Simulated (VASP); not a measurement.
Consider the following.

```
Ni3Si
1.0
    3.51000     0.00000     0.00000
    0.00000     3.51000     0.00000
    0.00000     0.00000     3.51000
Si Ni
1 3
Direct
  0.00000   0.00000   0.00000
  0.00000   0.50000   0.50000
  0.50000   0.00000   0.50000
  0.50000   0.50000   0.00000
```

These are PBE GGA, VASP's PBE PAW potentials (set 64) (plane waves; VASP) values and carry that method's errors. Settings: PREC = Low, 400 eV cut-off, 8×8×8 Γ-centred mesh, first-order Methfessel-Paxton smearing of 0.10 eV, potentials Si Ni.

Problem. Predict the energy per atom (σ→0), band gap (on the k-mesh) with the smallest direct gap where there is one.

Solution. 
The band gap (on the k-mesh) comes out as none (metal, semimetal or under 0.01 eV) and the energy per atom (σ→0) comes out as -5.922 eV/atom.

Only differences to runs with the same potentials and settings are physical.

The compound is Ni3Si in the L1_2 structure. The cell was not relaxed at this level. The run is one of a series of settings (PREC = Low against the base run), some of them coarse on purpose. The run is not spin-polarised, so no magnetic state was tried.
